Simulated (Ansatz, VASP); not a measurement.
## One calculation of Mg6CoSb, two programs

File INCAR:

```
  PREC = Accurate
  ENCUT = 520
  EDIFF = 1E-7
  ISMEAR = -1
  SIGMA = 0.05
  LREAL = False
  LASPH = True
  NELM = 150
  ALGO = Normal
  ISIF = 2
  LWAVE = False
  LCHARG = True
  ISPIN = 2
  MAGMOM = 0 2 0 0 0 0 0 0
  LORBIT = 11
  LMAXMIX = 4
  GGA = PE
  LELF = True
  LVHAR = True
  NBANDS = 27
```

Contents of KPOINTS:

```
Automatic mesh
0
Gamma
  6 5 5
```

POSCAR

```
Mg6CoSb
1.0
    4.8811520000      0.0000000000      0.0000000000
    0.0000000000      3.1136065000      5.3272715000
    0.0000000000     -3.1136065000      5.3272715000
Sb Co Mg
1 1 6
Direct
    0.5072500000      0.6645030000      0.6786990000
    0.0036810000      0.8466370000      0.8371700000
    0.5124530000      0.1681750000      0.1706360000
    0.5006140000      0.6811450000      0.1452190000
    0.5090670000      0.1481300000      0.6746310000
   -0.0059670000      0.3396590000      0.3239300000
   -0.0043000000      0.8374770000      0.3224720000
    0.0093970000      0.3141350000      0.8406040000
```

The input input.yaml:

```yaml
crystal:
  lattice:
    - [4.881152, 0.0, 0.0]
    - [0.0, 3.1136065, 5.3272715]
    - [0.0, -3.1136065, 5.3272715]
  atoms:
    - { symbol: Sb, position: [0.50725, 0.664503, 0.678699] }
    - { symbol: Co, position: [0.003681, 0.846637, 0.83717], spin: 2.0 }
    - { symbol: Mg, position: [0.512453, 0.168175, 0.170636] }
    - { symbol: Mg, position: [0.500614, 0.681145, 0.145219] }
    - { symbol: Mg, position: [0.509067, 0.14813, 0.674631] }
    - { symbol: Mg, position: [-0.005967, 0.339659, 0.32393] }
    - { symbol: Mg, position: [-0.0043, 0.837477, 0.322472] }
    - { symbol: Mg, position: [0.009397, 0.314135, 0.840604] }
hamiltonian:
  xc: pbe
  pseudopotentials: { kind: paw }
magnetization:
  spin_polarized: true
kpoints:
  mp_grid: { grid: [6, 5, 5] }
scf:
  occupations: { method: fermi_dirac, width: 0.05 }
output:
  forces: true
  stress: true
  eigenvalues: true
```

Change from the starting cell: atoms moved at random, drawn with an rms of 0.05 Å.

Alike in both runs: task single point; functional PBE; k mesh 6 × 5 × 5; occupations fermi-dirac, width 0.05 eV; collinear spin, ferromagnetic start.

```csv
,VASP,Ansatz
version,VASP 6.6.1,Ansatz 0.2.0
potentials or method,"VASP PAW PBE potentials, release 64 (Sb, Co, Mg)",Ansatz PAW
plane-wave cutoff (eV),520,420
valence electrons in the cell,26,92
```

Ansatz gave:

* gap on the k mesh at the Fermi level (eV): none
* pressure (GPa): 0.3
* largest component of the traceless stress (GPa): 0.13
* rms of the force components (eV/Å): 0.120
* net moment per atom (μB): 0.12
* size of the moment on the site where the two differ most (μB): 1.16

Estimate VASP's values.

gap on the k mesh at the Fermi level (eV): none; pressure (GPa): 0.2; largest component of the traceless stress (GPa): 0.14; rms of the force components (eV/Å): 0.120; net moment per atom (μB): 0.12; size of the moment on the site where the two differ most (μB): 1.12.

Site moments also hang on the region over which each program counts them. Atom by atom the forces differ by 0.002 eV/Å (rms over components). A gap of «none» marks a metal or a gap that the smearing closes. The two sets of potentials don't hold the same shells in valence.

Caveats: a cell with one magnetic atom can't hold antiferromagnetic order, which such compounds often take. Spin-orbit coupling is left out, which matters for the levels of Sb.
